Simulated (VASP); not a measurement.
Data:

```
CELL_PARAMETERS angstrom
      0.00000     2.18086     2.18086
      2.18086     0.00000     2.18086
      2.18086     2.18086     0.00000
ATOMIC_POSITIONS crystal
  Ti 0.00000 0.00000 0.00000
  C  0.50000 0.50000 0.50000
```

These are vdW-DF2, VASP's PBE PAW potentials (set 64) (plane waves; VASP) values and carry that method's errors. Settings: 520 eV cut-off, 14×14×14 Γ-centred mesh, first-order Methfessel-Paxton smearing of 0.10 eV, potentials Ti_sv C.

Q: Give the stress tensor in GPa (positive for a compressed cell).

A: 
```
7.29  0.00  0.00
0.00  7.29  0.00
0.00  0.00  7.29
```
The pressure is its mean diagonal, 7.29 GPa.

The compound is TiC in the rock salt structure. This cell is one point of a volume scan, at 0.97 of the reference volume.
